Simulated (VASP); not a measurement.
# Ta2CoO6 with LDA + U: from relaxation to properties, part 5 of 8

Aim: relax Ta2CoO6 with LDA + U, compute its properties on that cell and hold them against experiment. The start is a cell from a database of measured crystal structures.

VASP 6.6.1; LDA, DFT+U (Co d 4 eV), spin-polarised from a ferromagnetic start; plane waves and PAW (Ta_pv, Co, O).

Still holding for the runs below: The magnetic state follows from one typed start and may not be the lowest.

So far, gap on the k-mesh (eV): step 2 (relaxing cell and atoms (LDA + U)) 2.56. The relaxed cell has a = 4.701, c = 9.013 Å (conventional setting).

### 5. Band structure (LDA + U)

Levels along the symmetry lines show where the bands peak and cross; KPOINTS_OPT computes them in the converged potential.

Contents of INCAR:

```
SYSTEM = Ta2CoO6
PREC = Accurate
ENCUT = 520
EDIFF = 1E-06
NELM = 100
ISMEAR = 0
SIGMA = 0.05
LREAL = .FALSE.
ALGO = Normal
GGA = CA
NBANDS = 120
ISPIN = 2
MAGMOM = 0.026 0.026 0.026 0.026 2.689 2.689 0.029 0.029 0.029 0.029 0.035 0.035 0.035 0.035 0.035 0.035 0.035 0.035
LDAU = .TRUE.
LDAUTYPE = 2
LDAUL = -1 2 -1
LDAUU = 0 4 0
LDAUJ = 0 0 0
LDAUPRINT = 1
LASPH = .TRUE.
LMAXMIX = 4
LORBIT = 11
LWAVE = .FALSE.
LCHARG = .FALSE.
KPAR = 8
```

Contents of POSCAR:

```
Ta2CoO6
1.0
    4.7009886135      0.0000000000      0.0000000000
    0.0000000000      4.7009886135      0.0000000000
    0.0000000000      0.0000000000      9.0130363891
Ta Co O
4 2 12
Direct
    0.0000000000      0.0000000000      0.3307636341
    0.5000000000      0.5000000000      0.8307636341
    0.5000000000      0.5000000000      0.1692363659
    0.0000000000      0.0000000000      0.6692363659
    0.0000000000      0.0000000000      0.0000000000
    0.5000000000      0.5000000000      0.5000000000
    0.3074331901      0.3074331901      0.0000000000
    0.1925668099      0.8074331901      0.5000000000
    0.6925668099      0.6925668099      0.0000000000
    0.8074331901      0.1925668099      0.5000000000
    0.2966403633      0.2966403633      0.3267850621
    0.2033596367      0.7966403633      0.8267850621
    0.7033596367      0.7033596367      0.3267850621
    0.7966403633      0.2033596367      0.8267850621
    0.7966403633      0.2033596367      0.1732149379
    0.7033596367      0.7033596367      0.6732149379
    0.2033596367      0.7966403633      0.1732149379
    0.2966403633      0.2966403633      0.6732149379
```

Contents of KPOINTS:

```
Automatic mesh
0
Gamma
5 5 3
0 0 0
```

Contents of KPOINTS_OPT:

```
Line mode
12
Line-mode
Reciprocal
  0.00000000   0.00000000   0.00000000 GAMMA
  0.00000000   0.50000000   0.00000000 X

  0.00000000   0.50000000   0.00000000 X
  0.50000000   0.50000000   0.00000000 M

  0.50000000   0.50000000   0.00000000 M
  0.00000000   0.00000000   0.00000000 GAMMA

  0.00000000   0.00000000   0.00000000 GAMMA
  0.00000000   0.00000000   0.50000000 Z

  0.00000000   0.00000000   0.50000000 Z
  0.00000000   0.50000000   0.50000000 R

  0.00000000   0.50000000   0.50000000 R
  0.50000000   0.50000000   0.50000000 A

  0.50000000   0.50000000   0.50000000 A
  0.00000000   0.00000000   0.50000000 Z

  0.00000000   0.50000000   0.00000000 X
  0.00000000   0.50000000   0.50000000 R

  0.50000000   0.50000000   0.00000000 M
  0.50000000   0.50000000   0.50000000 A
```

Potentials, in the order of the species: Ta_pv, Co and O (LDA family, release 64).

The run is started by

```console
> mpirun -np 8 vasp_std
```

Log:

```text
[... set-up lines as in an earlier step ...]
 entering main loop
       N       E                     dE             d eps       ncg     rms          rms(c)
DAV:   1     0.147227389160E+04    0.14723E+04   -0.60912E+04  5768   0.120E+03
DAV:   2    -0.199915250443E+02   -0.14923E+04   -0.13526E+04  6048   0.374E+02
DAV:   3    -0.199859311512E+03   -0.17987E+03   -0.16923E+03  6352   0.136E+02
DAV:   4    -0.206069479912E+03   -0.62102E+01   -0.61353E+01  6672   0.273E+01
DAV:   5    -0.206182620243E+03   -0.11314E+00   -0.11295E+00  8296   0.361E+00    0.785E+01
DAV:   6    -0.177420062513E+03    0.28763E+02   -0.78274E+01  8304   0.556E+01    0.445E+01
DAV:   7    -0.175917731133E+03    0.15023E+01   -0.21095E+01  7800   0.525E+01    0.309E+01
DAV:   8    -0.176336106787E+03   -0.41838E+00   -0.40282E+00  7688   0.891E+00    0.131E+01
DAV:   9    -0.176211002808E+03    0.12510E+00   -0.54822E-01  8200   0.871E+00    0.303E+00
DAV:  10    -0.176265310468E+03   -0.54308E-01   -0.29101E-01  7720   0.181E+00    0.789E-01
DAV:  11    -0.176271653846E+03   -0.63434E-02   -0.16574E-02  7336   0.888E-01    0.496E-01
DAV:  12    -0.176276190020E+03   -0.45362E-02   -0.32287E-03  7608   0.375E-01    0.230E-01
DAV:  13    -0.176277106627E+03   -0.91661E-03   -0.16494E-03  7520   0.273E-01    0.998E-02
DAV:  14    -0.176277321924E+03   -0.21530E-03   -0.39668E-04  7456   0.993E-02    0.538E-02
DAV:  15    -0.176277383288E+03   -0.61364E-04   -0.10193E-04  7232   0.504E-02    0.306E-02
DAV:  16    -0.176277391128E+03   -0.78399E-05   -0.16200E-05  7576   0.309E-02    0.140E-02
DAV:  17    -0.176277392434E+03   -0.13061E-05   -0.33479E-06  5968   0.846E-03    0.673E-03
DAV:  18    -0.176277392544E+03   -0.11038E-06   -0.67369E-07  3920   0.452E-03
   1 F= -.17627739E+03 E0= -.17627739E+03  d E =-.596547E-16  mag=     6.0000
 Start KPOINTS_OPT (optional k-point list driver)
k-point batch [1-12\108]
       N       E                     dE             ncg
DAV:   1     0.610848609514E+04   -0.10844E+05     5760
DAV:   2    -0.107465269724E+05   -0.16855E+05     6008
DAV:   3    -0.127259932390E+05   -0.19795E+04     6424
DAV:   4    -0.128004759046E+05   -0.74483E+02     6912
DAV:   5    -0.128017181205E+05   -0.12422E+01     8232
DAV:   6    -0.128017450811E+05   -0.26961E-01     6936
DAV:   7    -0.128017465535E+05   -0.14723E-02     8584
DAV:   8    -0.128017465652E+05   -0.11771E-04     6328
DAV:   9    -0.128017465654E+05   -0.15044E-06     5064
[...]
k-point batch [97-108\108]
       N       E                     dE             ncg
DAV:   1     0.621938673858E+04   -0.41902E+05     5760
DAV:   2    -0.107126263839E+05   -0.16932E+05     6032
DAV:   3    -0.127003506307E+05   -0.19877E+04     6384
DAV:   4    -0.127753823912E+05   -0.75032E+02     6720
DAV:   5    -0.127766248447E+05   -0.12425E+01     8200
DAV:   6    -0.127766487058E+05   -0.23861E-01     6784
DAV:   7    -0.127766498805E+05   -0.11747E-02     8392
DAV:   8    -0.127766498900E+05   -0.94697E-05     6312
DAV:   9    -0.127766498901E+05   -0.12379E-06     4872
```

It took 11 min on 8 MPI ranks of Intel Xeon Platinum 8259CL at 2.50GHz (Skylake/Cascade Lake), shared host; peak memory 7 GiB.

From OUTCAR (step 5):

```text
   k-points           NKPTS =     12   k-points in BZ     NKDIM =     12   number of bands    NBANDS=    120

   NELECT =     134.0000    total number of electrons

atom =   5  type =  2  l = 2

 onsite density matrix

spin component  1

spin component  2

  0.5934  0.0000  0.3935  0.0000  0.0000
  0.0000  0.5597  0.0000  0.3985  0.0000
  0.3935  0.0000  0.5031  0.0000  0.0000
  0.0000  0.3985  0.0000  0.5597  0.0000
  0.0000  0.0000  0.0000  0.0000  0.0438

 occupancies and eigenvectors

  o =  0.0438  v =  0.0000  0.0000  0.0000  0.0000  0.0000  0.0000  0.0000 -0.0000 -0.0000  1.0000      0.0000  0.0000  0.0000  0.0000  0.0000  0.0000  0.0000  0.0000  0.0000  0.0000
  o =  0.1522  v =  0.0000  0.0000  0.0000  0.0000  0.0000 -0.6656  0.0000  0.7463 -0.0000  0.0000      0.0000  0.0000  0.0000  0.0000  0.0000  0.0000  0.0000  0.0000  0.0000  0.0000
  o =  0.1613  v =  0.0000  0.0000  0.0000  0.0000  0.0000  0.0000  0.7071 -0.0000 -0.7071 -0.0000      0.0000  0.0000  0.0000  0.0000  0.0000  0.0000  0.0000  0.0000  0.0000  0.0000
  o =  0.9444  v =  0.0000  0.0000  0.0000  0.0000  0.0000 -0.7463 -0.0000 -0.6656 -0.0000 -0.0000      0.0000  0.0000  0.0000  0.0000  0.0000  0.0000  0.0000  0.0000  0.0000  0.0000
  o =  0.9582  v =  0.0000  0.0000  0.0000  0.0000  0.0000 -0.0000  0.7071 -0.0000  0.7071 -0.0000      0.0000  0.0000  0.0000  0.0000  0.0000  0.0000  0.0000  0.0000  0.0000  0.0000
  o =  0.9615  v = -0.6444 -0.0000 -0.7647  0.0000 -0.0000  0.0000  0.0000  0.0000  0.0000  0.0000      0.0000  0.0000  0.0000  0.0000  0.0000  0.0000  0.0000  0.0000  0.0000  0.0000
  o =  0.9680  v =  0.0000 -0.7071  0.0000 -0.7071  0.0000  0.0000  0.0000  0.0000  0.0000  0.0000      0.0000  0.0000  0.0000  0.0000  0.0000  0.0000  0.0000  0.0000  0.0000  0.0000
  o =  0.9697  v = -0.0000  0.0000 -0.0000  0.0000  1.0000  0.0000  0.0000  0.0000  0.0000  0.0000      0.0000  0.0000  0.0000  0.0000  0.0000  0.0000  0.0000  0.0000  0.0000  0.0000
  o =  1.0155  v = -0.7647 -0.0000  0.6444  0.0000 -0.0000  0.0000  0.0000  0.0000  0.0000  0.0000      0.0000  0.0000  0.0000  0.0000  0.0000  0.0000  0.0000  0.0000  0.0000  0.0000
  o =  1.0168  v =  0.0000 -0.7071  0.0000  0.7071  0.0000  0.0000  0.0000  0.0000  0.0000  0.0000      0.0000  0.0000  0.0000  0.0000  0.0000  0.0000  0.0000  0.0000  0.0000  0.0000

atom =   6  type =  2  l = 2

 onsite density matrix

spin component  1

  0.9931  0.0000  0.0266  0.0000  0.0000
  0.0000  0.9924  0.0000  0.0244  0.0000
  0.0266  0.0000  0.9839  0.0000  0.0000
  0.0000  0.0244  0.0000  0.9924  0.0000
  0.0000  0.0000  0.0000  0.0000  0.9697

spin component  2

 occupancies and eigenvectors

  o =  0.0438  v =  0.0000  0.0000  0.0000  0.0000  0.0000 -0.0000  0.0000 -0.0000  0.0000 -1.0000      0.0000  0.0000  0.0000  0.0000  0.0000  0.0000  0.0000  0.0000  0.0000  0.0000
  o =  0.1522  v =  0.0000  0.0000  0.0000  0.0000  0.0000 -0.6656  0.0000 -0.7463  0.0000  0.0000      0.0000  0.0000  0.0000  0.0000  0.0000  0.0000  0.0000  0.0000  0.0000  0.0000
  o =  0.1613  v =  0.0000  0.0000  0.0000  0.0000  0.0000  0.0000  0.7071  0.0000  0.7071  0.0000      0.0000  0.0000  0.0000  0.0000  0.0000  0.0000  0.0000  0.0000  0.0000  0.0000
  o =  0.9444  v =  0.0000  0.0000  0.0000  0.0000  0.0000 -0.7463 -0.0000  0.6656  0.0000 -0.0000      0.0000  0.0000  0.0000  0.0000  0.0000  0.0000  0.0000  0.0000  0.0000  0.0000
  o =  0.9582  v =  0.0000  0.0000  0.0000  0.0000  0.0000 -0.0000  0.7071  0.0000 -0.7071 -0.0000      0.0000  0.0000  0.0000  0.0000  0.0000  0.0000  0.0000  0.0000  0.0000  0.0000
  o =  0.9615  v = -0.6444  0.0000  0.7647 -0.0000 -0.0000  0.0000  0.0000  0.0000  0.0000  0.0000      0.0000  0.0000  0.0000  0.0000  0.0000  0.0000  0.0000  0.0000  0.0000  0.0000
  o =  0.9680  v =  0.0000  0.7071 -0.0000 -0.7071  0.0000  0.0000  0.0000  0.0000  0.0000  0.0000      0.0000  0.0000  0.0000  0.0000  0.0000  0.0000  0.0000  0.0000  0.0000  0.0000
  o =  0.9697  v = -0.0000 -0.0000  0.0000  0.0000  1.0000  0.0000  0.0000  0.0000  0.0000  0.0000      0.0000  0.0000  0.0000  0.0000  0.0000  0.0000  0.0000  0.0000  0.0000  0.0000
  o =  1.0155  v = -0.7647 -0.0000 -0.6444 -0.0000 -0.0000  0.0000  0.0000  0.0000  0.0000  0.0000      0.0000  0.0000  0.0000  0.0000  0.0000  0.0000  0.0000  0.0000  0.0000  0.0000
  o =  1.0168  v =  0.0000 -0.7071  0.0000 -0.7071  0.0000  0.0000  0.0000  0.0000  0.0000  0.0000      0.0000  0.0000  0.0000  0.0000  0.0000  0.0000  0.0000  0.0000  0.0000  0.0000

 E-fermi :   3.4786

 spin component 1
 k-point     1 :       0.0000    0.0000    0.0000
  band No.  band energies     occupation
    ...
     66       2.1999      1.00000
     67       2.1999      1.00000
     68       2.8802      1.00000
     69       3.1876      1.00000
     70       3.1876      1.00000
     71       5.9187      0.00000
     72       6.1210      0.00000
     73       6.8013      0.00000
     74       6.8832      0.00000
     75       7.0406      0.00000
    ...

 k-point     2 :       0.2000    0.0000    0.0000
  band No.  band energies     occupation
    ...
     66       2.1896      1.00000
     67       2.7163      1.00000
     68       2.8509      1.00000
     69       2.8968      1.00000
     70       3.0463      1.00000
     71       5.9140      0.00000
     72       6.2454      0.00000
     73       6.7007      0.00000
     74       6.9356      0.00000
     75       7.0646      0.00000
    ...

  Total       -0.0074559     -0.0074559     -0.0546577      0.0000000      0.0000000      0.0000000
  in kB       -0.0599740     -0.0599740     -0.4396557      0.0000000      0.0000000      0.0000000
  external PRESSURE =      -0.1865346 kB  Pullay stress =       0.0000000 kB

 POSITION                                       TOTAL-FORCE (eV/Angst)
 -----------------------------------------------------------------------------------
      0.00000      0.00000      2.98118         0.000000     -0.000000     -0.001832
      2.35049      2.35049      7.48770         0.000000     -0.000000     -0.001832
      2.35049      2.35049      1.52533         0.000000     -0.000000      0.001832
      0.00000      0.00000      6.03185         0.000000     -0.000000      0.001832
      0.00000      0.00000      0.00000         0.000000     -0.000000      0.000000
      2.35049      2.35049      4.50652         0.000000     -0.000000      0.000000
      1.44524      1.44524      0.00000         0.002625      0.002625      0.000000
      0.90525      3.79573      4.50652        -0.002625      0.002625      0.000000
      3.25575      3.25575      0.00000        -0.002625     -0.002625      0.000000
      3.79573      0.90525      4.50652         0.002625     -0.002625      0.000000
      1.39450      1.39450      2.94533        -0.001665     -0.001665     -0.003080
      0.95599      3.74500      7.45184         0.001665     -0.001665     -0.003080
      3.30649      3.30649      2.94533         0.001665      0.001665     -0.003080
      3.74500      0.95599      7.45184        -0.001665      0.001665     -0.003080
      3.74500      0.95599      1.56119        -0.001665      0.001665      0.003080
      3.30649      3.30649      6.06771         0.001665      0.001665      0.003080
      0.95599      3.74500      1.56119         0.001665     -0.001665      0.003080
      1.39450      1.39450      6.06771        -0.001665     -0.001665      0.003080
 -----------------------------------------------------------------------------------
    total drift:                               -0.000000      0.000000     -0.000000

  FREE ENERGIE OF THE ION-ELECTRON SYSTEM (eV)
  ---------------------------------------------------
  free  energy   TOTEN  =      -176.2773925441 eV

  energy  without entropy=     -176.2773925441  energy(sigma->0) =     -176.27739254

[... 12 parts as in an earlier step ...]

[... 12 further parts left out ...]
```

Spin-orbit coupling is off here; with elements this heavy it splits and shifts levels by tenths of an eV or more. Direct gaps are counted within one spin.

Numbers from this step:

* bands: 120
* Fermi energy: 3.479 eV
* pressure: -0.01865 GPa
* least gap on mesh and path: 2.489 eV
* least direct gap on mesh and path: 2.506 eV
* valence top at k: 0.2273, 0.2273, 0.5
* conduction bottom at k: 0, 0.5, 0.5

Spin up. The electronic bands at the labelled points (eV, zero at the valence-band top; v1 is the highest filled band, c1 the lowest empty one):

| point | v4 | v3 | v2 | v1 | c1 | c2 | c3 | c4 |
| --- | --- | --- | --- | --- | --- | --- | --- | --- |
| Γ | -1.03 | -0.35 | -0.04 | -0.04 | 2.69 | 2.89 | 3.57 | 3.65 |
| 0.45 of the way | -0.56 | -0.38 | -0.31 | -0.22 | 2.69 | 3.05 | 3.43 | 3.72 |
| X | -0.44 | -0.44 | -0.22 | -0.22 | 3.12 | 3.12 | 3.24 | 3.24 |
| 0.55 of the way | -0.56 | -0.56 | -0.21 | -0.21 | 3.39 | 3.39 | 3.43 | 3.43 |
| M | -0.96 | -0.96 | -0.11 | -0.11 | 3.66 | 3.66 | 3.88 | 3.88 |
| 0.45 of the way | -0.91 | -0.41 | -0.29 | -0.22 | 2.99 | 3.30 | 3.46 | 3.63 |
| Γ | -1.03 | -0.35 | -0.04 | -0.04 | 2.69 | 2.89 | 3.57 | 3.65 |
| 0.45 of the way | -0.90 | -0.39 | -0.08 | -0.08 | 2.79 | 3.00 | 3.51 | 3.52 |
| Z | -0.57 | -0.57 | -0.15 | -0.15 | 3.14 | 3.14 | 3.30 | 3.30 |
| 0.45 of the way | -0.51 | -0.51 | -0.27 | -0.27 | 3.04 | 3.04 | 3.43 | 3.43 |
| R | -0.59 | -0.59 | 0.00 | 0.00 | 3.11 | 3.11 | 3.14 | 3.14 |
| 0.55 of the way | -0.45 | -0.45 | -0.22 | -0.22 | 3.26 | 3.26 | 3.43 | 3.43 |
| A | -0.97 | -0.97 | -0.17 | -0.17 | 3.53 | 3.53 | 3.87 | 3.87 |
| 0.45 of the way | -0.82 | -0.57 | -0.08 | -0.04 | 3.17 | 3.26 | 3.37 | 3.44 |
| Z | -0.57 | -0.57 | -0.15 | -0.15 | 3.14 | 3.14 | 3.30 | 3.30 |
| jump to X | -0.44 | -0.44 | -0.22 | -0.22 | 3.12 | 3.12 | 3.24 | 3.24 |
| 0.55 of the way | -0.54 | -0.54 | -0.08 | -0.08 | 3.09 | 3.09 | 3.20 | 3.20 |
| R | -0.59 | -0.59 | 0.00 | 0.00 | 3.11 | 3.11 | 3.14 | 3.14 |
| jump to M | -0.96 | -0.96 | -0.11 | -0.11 | 3.66 | 3.66 | 3.88 | 3.88 |
| 0.55 of the way | -0.97 | -0.97 | -0.15 | -0.15 | 3.57 | 3.57 | 3.88 | 3.88 |
| A | -0.97 | -0.97 | -0.17 | -0.17 | 3.53 | 3.53 | 3.87 | 3.87 |

Of the projections kept (Ta, Co, O), the largest for each band there; the rest of the weight can lie on other orbitals:

| point | v4 | v3 | v2 | v1 | c1 | c2 | c3 | c4 |
| --- | --- | --- | --- | --- | --- | --- | --- | --- |
| Γ | O 0.99 | O 0.99 | O 0.63 | O 0.63 | Ta 0.90 | Ta 0.73 | Ta 0.87 | Ta 0.84 |
| X | O 0.49 | O 0.49 | O 0.53 | O 0.53 | Ta 0.87 | Ta 0.87 | Ta 0.80 | Ta 0.80 |
| M | O 0.85 | O 0.85 | O 0.59 | O 0.59 | Ta 0.68 | Ta 0.68 | Ta 0.77 | Ta 0.77 |
| Γ | O 0.99 | O 0.99 | O 0.63 | O 0.63 | Ta 0.90 | Ta 0.73 | Ta 0.87 | Ta 0.84 |
| Z | O 1.00 | O 1.00 | O 0.62 | O 0.62 | Ta 0.87 | Ta 0.87 | Ta 0.76 | Ta 0.76 |
| R | Co 0.50 | Co 0.50 | O 0.60 | O 0.60 | Ta 0.83 | Ta 0.83 | Ta 0.88 | Ta 0.88 |

Spin down. The electronic bands at the labelled points (eV, zero at the valence-band top; v1 is the highest filled band, c1 the lowest empty one):

| point | v4 | v3 | v2 | v1 | c1 | c2 | c3 | c4 |
| --- | --- | --- | --- | --- | --- | --- | --- | --- |
| Γ | -0.46 | -0.31 | -0.11 | -0.11 | 2.56 | 2.71 | 2.82 | 2.83 |
| 0.45 of the way | -0.41 | -0.36 | -0.25 | -0.07 | 2.60 | 2.67 | 3.01 | 3.02 |
| X | -0.26 | -0.26 | -0.17 | -0.17 | 2.62 | 2.62 | 3.16 | 3.16 |
| 0.55 of the way | -0.40 | -0.40 | -0.27 | -0.27 | 2.81 | 2.81 | 3.06 | 3.06 |
| M | -0.59 | -0.59 | -0.34 | -0.34 | 2.75 | 2.75 | 3.04 | 3.04 |
| 0.45 of the way | -0.51 | -0.35 | -0.31 | -0.13 | 2.64 | 2.66 | 2.77 | 3.12 |
| Γ | -0.46 | -0.31 | -0.11 | -0.11 | 2.56 | 2.71 | 2.82 | 2.83 |
| 0.45 of the way | -0.42 | -0.35 | -0.07 | -0.07 | 2.61 | 2.68 | 2.79 | 2.83 |
| Z | -0.39 | -0.39 | -0.01 | -0.01 | 2.72 | 2.72 | 2.76 | 2.76 |
| 0.45 of the way | -0.23 | -0.23 | -0.11 | -0.11 | 2.81 | 2.81 | 3.01 | 3.01 |
| R | -0.33 | -0.33 | -0.02 | -0.02 | 2.49 | 2.49 | 3.18 | 3.18 |
| 0.55 of the way | -0.35 | -0.35 | -0.19 | -0.19 | 2.71 | 2.71 | 3.03 | 3.03 |
| A | -0.44 | -0.44 | -0.32 | -0.32 | 2.80 | 2.80 | 2.95 | 2.95 |
| 0.45 of the way | -0.37 | -0.33 | -0.25 | -0.01 | 2.61 | 2.82 | 2.88 | 3.06 |
| Z | -0.39 | -0.39 | -0.01 | -0.01 | 2.72 | 2.72 | 2.76 | 2.76 |
| jump to X | -0.26 | -0.26 | -0.17 | -0.17 | 2.62 | 2.62 | 3.16 | 3.16 |
| 0.55 of the way | -0.31 | -0.31 | -0.07 | -0.07 | 2.54 | 2.54 | 3.15 | 3.15 |
| R | -0.33 | -0.33 | -0.02 | -0.02 | 2.49 | 2.49 | 3.18 | 3.18 |
| jump to M | -0.59 | -0.59 | -0.34 | -0.34 | 2.75 | 2.75 | 3.04 | 3.04 |
| 0.55 of the way | -0.50 | -0.50 | -0.33 | -0.33 | 2.78 | 2.78 | 2.99 | 2.99 |
| A | -0.44 | -0.44 | -0.32 | -0.32 | 2.80 | 2.80 | 2.95 | 2.95 |

Of the projections kept (Ta, Co, O), the largest for each band there; the rest of the weight can lie on other orbitals:

| point | v4 | v3 | v2 | v1 | c1 | c2 | c3 | c4 |
| --- | --- | --- | --- | --- | --- | --- | --- | --- |
| Γ | Co 0.89 | O 0.98 | Co 0.76 | Co 0.76 | Ta 0.57 | Ta 0.90 | Co 0.72 | Co 0.60 |
| X | Co 0.79 | Co 0.79 | Co 0.71 | Co 0.71 | Co 0.64 | Co 0.64 | Ta 0.86 | Ta 0.86 |
| M | Co 0.87 | Co 0.87 | Co 0.86 | Co 0.86 | Co 0.49 | Co 0.49 | Co 0.91 | Co 0.91 |
| Γ | Co 0.89 | O 0.98 | Co 0.76 | Co 0.76 | Ta 0.57 | Ta 0.90 | Co 0.72 | Co 0.60 |
| Z | Co 0.82 | Co 0.82 | Co 0.68 | Co 0.68 | Co 0.62 | Co 0.62 | Ta 0.47 | Ta 0.47 |
| R | Co 0.77 | Co 0.77 | Co 0.71 | Co 0.71 | Co 0.55 | Co 0.55 | Ta 0.88 | Ta 0.88 |

The path lowers the gap by 0.07 eV against the mesh alone, so a band edge lies off the mesh.

(Part 5 of 8 ends here.)

[Lines on the potential files, build, host, timing and source positions are cut from VASP's logs without a mark.]

[Logs are printed without paths, hosts, clocks, repeated set-up lines and the standing remarks that a program may print on its own settings, such as how far it seeks lower states.]

[Hosts, paths, dates, database ids (printed as entryN), source tags and the programs' standing remarks are cut or masked in the printed files.]

[A measured line is paired with the nearest computed mode of its activity, which favours agreement.]
